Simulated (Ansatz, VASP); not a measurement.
# Cross-check of Si (amorphous Si) between VASP and Ansatz

Aim: how closely do two programs agree when they are given the same cell, functional and k mesh? Of the first pair: The structure shown is the start of the Ansatz relaxation below; VASP solves that cell, so the two are compared at the walk's first step.

Method: plane waves, with VASP 6.6.1 beside it; single point at PBE, in Ansatz 0.2.0.

**1. Set-up**

The cell holds 169 atoms: 169 Si. Cell: a = 15.165 Å, b = 15.165 Å, c = 15.165 Å, α = 90.0°, β = 90.0°, γ = 90.0°. As first built, before any earlier steps moved the atoms (in the runner's words): 169 atoms (169 Si) placed at random at 2.26 g/cm^3, melted at 2500 K for 20 ps at fixed volume with the modified Tersoff potential (Kumagai, Izumi, Hara and Sakai, Comput. Mater. Sci. 39, 457 (2007)). Quenched from 2500 K to 300 K at 20 K/ps and fixed volume, held 5 ps. The density is a measured one.

**2. Ansatz: relaxation, PBE**

Ansatz runs on its default PAW (the set named soft_2) files.

The two programs are compared at the cell with which this relaxation starts, whose forces are those of its first step.

The input, input.yaml:

```yaml
crystal:
  lattice:
    - [15.1647, 0.0, 0.0]
    - [0.0, 15.1647, 0.0]
    - [0.0, 0.0, 15.1647]
  atoms:
    - { symbol: Si, position: [0.96138, 0.88831, 0.32436] }
    - { symbol: Si, position: [0.33305, 0.9789, 0.30183] }
    - { symbol: Si, position: [0.1684, 0.52752, 0.68744] }
    - { symbol: Si, position: [0.72457, 0.7981, 0.50002] }
    - { symbol: Si, position: [0.42802, 0.61947, 0.8501] }
    - { symbol: Si, position: [0.49275, 0.37979, 0.9342] }
    - { symbol: Si, position: [0.60462, 0.02234, 0.47352] }
    - { symbol: Si, position: [0.52825, 0.45468, 0.36311] }
    - { symbol: Si, position: [0.25767, 0.87943, 0.64212] }
    - { symbol: Si, position: [0.18579, 0.27277, 0.02843] }
    - { symbol: Si, position: [0.89571, 0.51712, 0.04961] }
    - { symbol: Si, position: [0.60873, 0.68434, 0.69558] }
    - { symbol: Si, position: [0.73208, 0.3179, 0.4452] }
    - { symbol: Si, position: [0.14451, 0.12108, 0.31771] }
    - { symbol: Si, position: [0.9374, 0.66258, 0.10091] }
    - { symbol: Si, position: [0.85828, 0.52528, 0.70427] }
    - { symbol: Si, position: [0.34243, 0.17963, 0.41096] }
    - { symbol: Si, position: [0.35735, 0.02762, 0.44414] }
    - { symbol: Si, position: [0.03013, 0.34713, 0.583] }
    - { symbol: Si, position: [0.46623, 0.71885, 0.96478] }
    - { symbol: Si, position: [0.90785, 0.47629, 0.29687] }
    - { symbol: Si, position: [0.54792, 0.98567, 0.88105] }
    - { symbol: Si, position: [0.76585, 0.40888, 0.8797] }
    - { symbol: Si, position: [0.64274, 0.58689, 0.9924] }
    - { symbol: Si, position: [0.76066, 0.51949, 0.31749] }
    - { symbol: Si, position: [0.92612, 0.4724, 0.56424] }
    - { symbol: Si, position: [0.38182, 0.24483, 0.71625] }
    - { symbol: Si, position: [0.84242, 0.68951, 0.885] }
    - { symbol: Si, position: [0.14663, 0.87525, 0.44614] }
    - { symbol: Si, position: [0.17943, 0.1755, 0.8287] }
[... 133 atom lines left out ...]
    - { symbol: Si, position: [0.31906, 0.06837, 0.17823] }
    - { symbol: Si, position: [0.72675, 0.95651, 0.25735] }
    - { symbol: Si, position: [0.79449, 0.15841, 0.79393] }
    - { symbol: Si, position: [0.21191, 0.94321, 0.78073] }
    - { symbol: Si, position: [0.59947, 0.12857, 0.3612] }
    - { symbol: Si, position: [0.36995, 0.27006, 0.56282] }
kpoints:
  mp_grid: { grid: [1, 1, 1] }
hamiltonian:
  xc: pbe
scf:
  occupations: { method: gaussian, width: 0.025 }
output:
  forces: true
relax:
  f_tol: 0.05
  max_steps: 150
  cell: {}
```

The run is started by

```
> ansatz run input.yaml --threads 4 --pin off --max-ram 15872MiB --backend cpu --events-out ev --progress --plain --runs-dir out
```

Numbers of over 12 decimals in the logs are rounded to 6 here.

What it wrote:

```text
Engine: ansatz 0.2.0, aarch64-unknown-linux-gnu
Pseudopotentials: kind: paw
Pseudopotential: Si, paw, valence charge 4, recommended cutoff 420 eV (normal), Si.paw.azcp
Functional definition: PBE
  parameter kappa = 0.804
  parameter beta = 0.066725
  exchange = pbe_x(kappa = kappa, mu = beta*pi^2/3)
  correlation = pbe_c(beta = beta)
Crystal: 169 atoms, lattice volume = 3487.398 Å³
Basis set: ecut = 420 eV, 68243 PW (Γ), exchange–correlation on 216×216×216 points (8 copies of the dense FFT grid, shifted against one another)
Bands: 507, of which v1, the nominal top of the filled ones, is band 338 counted from 1 (337 counted from 0)
Symmetry: 1 space group operations
Space group: P1 (ITA 1), of the structure as read, at distance tolerance 1.5e-4 Å
k-points: 1
Non-local potential: Si, projectors of the file, l = 0: 2, l = 1: 2, l = 2: 2
PAW form: soft (Blöchl's): semilocal exchange-correlation on the pseudo side does not see the compensation charge
PAW one-centre angular grid: Si, 110 points (default); XC on 64 Gauss nodes
Initial density: superposition of atomic densities (neutral atoms: chi_scale 0, normalization atom), corrected by the library's trained network
Initial wavefunctions: pseudopotential atomic-orbital guess
Functional: x = pbe(κ = 0.804, μ = 0.219515), c = pbe(β = 0.066725)
SCF iter   1: F=—  HF=-107401.875626 eV  |F-HF|=—  |Δ(HF+E_count)|=         —  Δρ=3.60e-3  dr2=1.79e0  ethr=1.77e-3  ⟨swp⟩=6.0  Hψ=2351  notcnv=0  defer=83
preconditioner: auto → Resta (q_TF=auto, 2.076 Å⁻¹)  ε∞=5.7  [insulator: Δε(μ)=0.077 eV  Ē_g=7.510 eV  σ=0.025 eV  W_gap=0.97  n_scr=514 (ndim 8)  ℏωp=16.3 eV  f_vac=0.005  D(μ)=8.47/eV (n_scr^D=18)  ε∞_Penn≈5.7]
SCF iter   2: F=—  HF=-107401.700661 eV  |F-HF|=—  |Δ(HF+E_count)|=   1.75e-1  Δρ=1.84e-3  dr2=2.62e-1  ethr=2.65e-4  ⟨swp⟩=2.0  Hψ=590  notcnv=0  defer=128
SCF iter   3: F=—  HF=-107401.675707 eV  |F-HF|=—  |Δ(HF+E_count)|=   2.50e-2  Δρ=5.09e-4  dr2=2.34e-2  ethr=3.88e-5  ⟨swp⟩=3.0  Hψ=667  notcnv=0  defer=160
SCF iter   4: F=—  HF=-107401.678810 eV  |F-HF|=—  |Δ(HF+E_count)|=   3.10e-3  Δρ=1.97e-4  dr2=5.89e-3  ethr=3.46e-6  ⟨swp⟩=3.0  Hψ=731  notcnv=0  defer=160
SCF iter   5: F=—  HF=-107401.680158 eV  |F-HF|=—  |Δ(HF+E_count)|=   1.35e-3  Δρ=7.55e-5  dr2=1.28e-3  ethr=8.71e-7  ⟨swp⟩=3.0  Hψ=699  notcnv=0  defer=160
SCF iter   6: F=—  HF=-107401.680574 eV  |F-HF|=—  |Δ(HF+E_count)|=   4.16e-4  Δρ=3.22e-5  dr2=2.19e-4  ethr=1.89e-7  ⟨swp⟩=3.0  Hψ=652  notcnv=0  defer=160
SCF iter   7: F=—  HF=-107401.680631 eV  |F-HF|=—  |Δ(HF+E_count)|=   5.65e-5  Δρ=1.35e-5  dr2=4.00e-5  ethr=3.24e-8  ⟨swp⟩=2.0  Hψ=527  notcnv=0  defer=160
SCF iter   8: F=—  HF=-107401.682185 eV  |F-HF|=—  |Δ(HF+E_count)|=   1.55e-3  Δρ=5.43e-6  dr2=5.38e-6  ethr=5.91e-9  ⟨swp⟩=2.0  Hψ=687  notcnv=0  defer=160
SCF iter   9: F=—  HF=-107401.682188 eV  |F-HF|=—  |Δ(HF+E_count)|=   2.92e-6  Δρ=1.97e-6  dr2=5.70e-7  ethr=7.95e-10  ⟨swp⟩=2.0  Hψ=560  notcnv=0  defer=160
SCF iter  10: F=-107401.682188 eV  HF=-107401.682188 eV  |F-HF|=3.57e-8  |Δ(HF+E_count)|=   5.13e-7  Δρ=7.07e-7  dr2=8.03e-8  ethr=1.48e-11  ⟨swp⟩=5.0  Hψ=1524  notcnv=0
SCF 1 converged in 10 iterations: F = -107401.682188 eV  dr2 = 8.03e-8
  greatest PAW one-centre occupation: 0.676 electrons in one spin orbital (limit 2), on the Si atom at site 88 (counted from 0), in its partial waves of l = 0
relax step   1: F+E_penalty+E_count = -107401.68218823 eV  Δ(F+E_penalty+E_count) = +0.000e0 eV  max|allowed force component| = 1.572e0 eV/Å  Δτ_max = 0.0000 Å  P = +0.059 GPa  Ω = 3487.398 Å³  (10 SCF iters, dr2 threshold 1.00e-7 eV, accepted)
Crystal: 169 atoms, lattice volume = 3481.773 Å³
Basis set: ecut = 420 eV, 68095 PW (Γ), exchange–correlation on 216×216×216 points (8 copies of the dense FFT grid, shifted against one another)
Initial density: handed on by an earlier stage of this run
Initial wavefunctions: those handed on with the density
iter 1 solved again at ethr=3.99e-4 eV; its pass at ethr=3.10e-3 eV (dr2=2.70e0 eV) is discarded
SCF iter   1: F=—  HF=-107407.645615 eV  |F-HF|=—  |Δ(HF+E_count)|=         —  Δρ=7.90e-3  dr2=2.67e0  ethr=3.99e-4  ⟨swp⟩=8.0  Hψ=2627  notcnv=0  defer=1
preconditioner: auto → Resta (q_TF=auto, 2.076 Å⁻¹)  ε∞=5.7  [insulator: Δε(μ)=0.041 eV  Ē_g=7.532 eV  σ=0.025 eV  W_gap=0.75  n_scr=502 (ndim 8)  ℏωp=16.4 eV  f_vac=0.006  D(μ)=49.22/eV (n_scr^D=250)  ε∞_Penn≈5.7]
SCF iter   2: F=—  HF=-107407.358408 eV  |F-HF|=—  |Δ(HF+E_count)|=   2.87e-1  Δρ=4.35e-3  dr2=5.56e-1  ethr=3.95e-4  ⟨swp⟩=1.0  Hψ=584  notcnv=0  defer=5
SCF iter   3: F=—  HF=-107407.302739 eV  |F-HF|=—  |Δ(HF+E_count)|=   5.57e-2  Δρ=8.34e-4  dr2=1.02e-1  ethr=8.22e-5  ⟨swp⟩=3.0  Hψ=662  notcnv=0  defer=162
SCF iter   4: F=—  HF=-107407.299693 eV  |F-HF|=—  |Δ(HF+E_count)|=   3.05e-3  Δρ=2.35e-4  dr2=7.69e-3  ethr=1.51e-5  ⟨swp⟩=2.0  Hψ=352  notcnv=0  defer=162
[...]
- { symbol: Si, position: [0.790922, 0.837244, 0.623172] }
    - { symbol: Si, position: [0.671904, 0.047753, 0.619387] }
    - { symbol: Si, position: [0.707332, 0.189462, 0.672007] }
    - { symbol: Si, position: [0.661012, -0.025715, 0.993929] }
    - { symbol: Si, position: [0.018768, 0.091901, 0.628760] }
    - { symbol: Si, position: [0.252187, 0.132914, 0.977882] }
    - { symbol: Si, position: [0.288119, 0.630741, 0.899828] }
    - { symbol: Si, position: [0.622235, 0.368843, 0.176325] }
    - { symbol: Si, position: [0.590790, 0.033710, 0.224933] }
    - { symbol: Si, position: [0.944943, 0.233438, 0.614168] }
    - { symbol: Si, position: [0.770039, 0.319481, 0.136702] }
    - { symbol: Si, position: [0.995630, 0.036357, 0.776343] }
    - { symbol: Si, position: [0.467850, 0.967122, 0.518079] }
    - { symbol: Si, position: [0.466496, 0.811792, 0.503700] }
    - { symbol: Si, position: [0.362301, 0.469614, 0.519778] }
    - { symbol: Si, position: [0.921704, 0.666935, 0.745566] }
    - { symbol: Si, position: [0.409960, 0.853028, 0.259272] }
    - { symbol: Si, position: [0.455849, 0.965215, 0.673086] }
    - { symbol: Si, position: [0.793435, 0.934214, 0.922429] }
    - { symbol: Si, position: [0.066098, 0.566267, 0.574100] }
    - { symbol: Si, position: [0.132532, 0.483559, 0.945308] }
    - { symbol: Si, position: [0.620286, 0.366217, 0.555167] }
    - { symbol: Si, position: [0.306108, 0.774645, 0.178734] }
    - { symbol: Si, position: [0.623021, 0.734492, 0.980336] }
[...]
- { symbol: Si, position: [0.765689, 0.842255, 0.148510] }
    - { symbol: Si, position: [0.802997, 0.545364, 0.485146] }
    - { symbol: Si, position: [0.321459, 0.073139, 0.185162] }
    - { symbol: Si, position: [0.723360, 0.943947, 0.260750] }
    - { symbol: Si, position: [0.800856, 0.166897, 0.793982] }
    - { symbol: Si, position: [0.207488, 0.945171, 0.778073] }
    - { symbol: Si, position: [0.593346, 0.123854, 0.359615] }
    - { symbol: Si, position: [0.358929, 0.282014, 0.563429] }
```

In the SCF lines HF is the Harris–Foulkes energy and dr2 the Hartree energy of the density residual, in eV; the loop may stop once dr2 is under the threshold and the program's other checks hold. Hψ counts applications of the Hamiltonian.

**3. VASP: single point, PBE, start cell, pair 1**

The same cell, functional, mesh and smearing now go to VASP, with its own data sets.

Lines of VASP's logs that name or quote its potential files are left out, and so is its time.

The input, INCAR:

```
SYSTEM = Si
PREC = Accurate
ENCUT = 400
EDIFF = 1E-06
NELM = 120
ISMEAR = 0
SIGMA = 0.025
LREAL = Auto
ALGO = Normal
GGA = PE
NBANDS = 456
LORBIT = 11
LWAVE = .FALSE.
LCHARG = .FALSE.
ISIF = 2
LASPH = .TRUE.
GGA_COMPAT = .FALSE.
EFERMI = MIDGAP
```

The input, POSCAR:

```
Si
1.0
   15.1647000000      0.0000000000      0.0000000000
    0.0000000000     15.1647000000      0.0000000000
    0.0000000000      0.0000000000     15.1647000000
Si
169
Direct
    0.9613774094      0.8883129900      0.3243585432
    0.3330497801      0.9788983626      0.3018325453
    0.1683976604      0.5275211511      0.6874385909
    0.7245708784      0.7980968961      0.5000230799
    0.4280203367      0.6194715359      0.8500992436
    0.4927496093      0.3797899068      0.9342024570
    0.6046212586      0.0223413585      0.4735207423
    0.5282531141      0.4546809366      0.3631130191
    0.2576707749      0.8794305196      0.6421228247
    0.1857867284      0.2727716341      0.0284278621
    0.8957117516      0.5171220004      0.0496086306
    0.6087294836      0.6843392880      0.6955825041
    0.7320817425      0.3179027610      0.4451983884
    0.1445132446      0.1210772386      0.3177115274
    0.9374006739      0.6625782244      0.1009119864
    0.8582827224      0.5252791021      0.7042671467
    0.3424268202      0.1796276880      0.4109609818
    0.3573496343      0.0276167679      0.4441367122
    0.0301291816      0.3471285288      0.5829986746
    0.4662274888      0.7188470593      0.9647800484
    0.9078517874      0.4762903322      0.2968670663
    0.5479172025      0.9856706694      0.8810527079
    0.7658509565      0.4088771951      0.8797008843
    0.6427426853      0.5868892889      0.9923968163
    0.7606612726      0.5194893404      0.3174873225
    0.9261178922      0.4723997178      0.5642380001
    0.3818209394      0.2448317474      0.7162489202
    0.8424169288      0.6895091891      0.8850026707
    0.1466300026      0.8752497577      0.4461413678
    0.1794298601      0.1754996802      0.8287008645
[... 133 atom lines left out ...]
    0.3190567568      0.0683693050      0.1782297045
    0.7267469848      0.9565108443      0.2573476561
    0.7944898349      0.1584073539      0.7939293227
    0.2119131931      0.9432102185      0.7807276108
    0.5994711402      0.1285683198      0.3612006832
    0.3699512684      0.2700613926      0.5628202338
```

The input, KPOINTS:

```
Automatic mesh
0
Gamma
1 1 1
0 0 0
```

Potentials, in the order of the species: Si (PBE family, release 64).

The run is started by

```
> export OMP_NUM_THREADS=3
> mpirun -np 1 vasp_gam
```

What it wrote:

```text
[banner, memory and clock lines left out]
running    1 mpi-ranks, on    1 nodes
[...]
Offloading initialized ...    1 GPUs detected
[...]
LDA part: xc-table for (Slater+PW92), standard interpolation
 POSCAR, INCAR and KPOINTS ok, starting setup
[...]
entering main loop
       N       E                     dE             d eps       ncg     rms          rms(c)
DAV:   1     0.289635654231E+04    0.28964E+04   -0.25041E+05   912   0.106E+03
DAV:   2    -0.512831227299E+03   -0.34092E+04   -0.31977E+04  1152   0.198E+02
DAV:   3    -0.870585451774E+03   -0.35775E+03   -0.34576E+03  1136   0.573E+01
DAV:   4    -0.882853243066E+03   -0.12268E+02   -0.12107E+02  1128   0.125E+01
[...]
DAV:  19    -0.866478825975E+03   -0.24982E-05   -0.44017E-06   912   0.243E-03    0.343E-03
DAV:  20    -0.866478827071E+03   -0.10959E-05   -0.14647E-06   680   0.156E-03    0.176E-03
DAV:  21    -0.866478827544E+03   -0.47317E-06   -0.31328E-07   576   0.804E-04
   1 F= -.86647883E+03 E0= -.86647478E+03  d E =-.809738E-02
```

OUTCAR, selected parts (step 3):

```text
  FREE ENERGIE OF THE ION-ELECTRON SYSTEM (eV)
  ---------------------------------------------------
  free  energy   TOTEN  =      -866.4788275442 eV

  energy  without entropy=     -866.4707301595  energy(sigma->0) =     -866.47477885

[... 1 further part left out ...]
```

The run ends at a pressure of -0.02 GPa, with forces up to 1.6 eV/Å.

**4. Comparison**

Known differences besides the potentials themselves: the cutoff is 420 eV in Ansatz and 400 eV in VASP (PREC = Accurate, projectors in real space). Total energies have different zeros and are not compared.

Forces on 10 of the 169 atoms, those with the largest forces and the largest differences (eV/Å; atoms numbered as in POSCAR):

| atom | Ansatz x, y, z | VASP x, y, z |
| --- | --- | --- |
| Si25 | 0.832, -0.144, 1.138 | 0.832, -0.146, 1.135 |
| Si41 | 0.440, 0.665, -0.821 | 0.438, 0.663, -0.811 |
| Si58 | 0.990, -0.808, 0.312 | 0.989, -0.811, 0.311 |
| Si81 | 0.419, 1.175, -0.255 | 0.418, 1.170, -0.257 |
| Si95 | -0.019, 0.603, -1.154 | -0.017, 0.600, -1.152 |
| Si100 | 0.746, 0.278, -0.126 | 0.740, 0.276, -0.121 |
| Si105 | 1.065, -0.728, 0.316 | 1.064, -0.727, 0.316 |
| Si131 | -1.572, 0.041, 0.098 | -1.570, 0.039, 0.096 |
| Si133 | -0.127, 0.134, -0.133 | -0.126, 0.126, -0.130 |
| Si159 | -0.399, -1.294, 0.699 | -0.397, -1.291, 0.694 |

The forces differ by 2.5 meV/Å r.m.s., which is 0.5 % of the r.m.s. force of 0.455 eV/Å (both taken over all components).

(Part 1 of 2 ends here.)

[Lines on the potential files, build, host, timing and source positions are cut from VASP's logs without a mark.]

[Logs are printed without paths, hosts, clocks, repeated set-up lines and the standing remarks that a program may print on its own settings, such as how far it seeks lower states.]

[Hosts, paths, dates, database ids (printed as entryN), source tags and the programs' standing remarks are cut or masked in the printed files.]
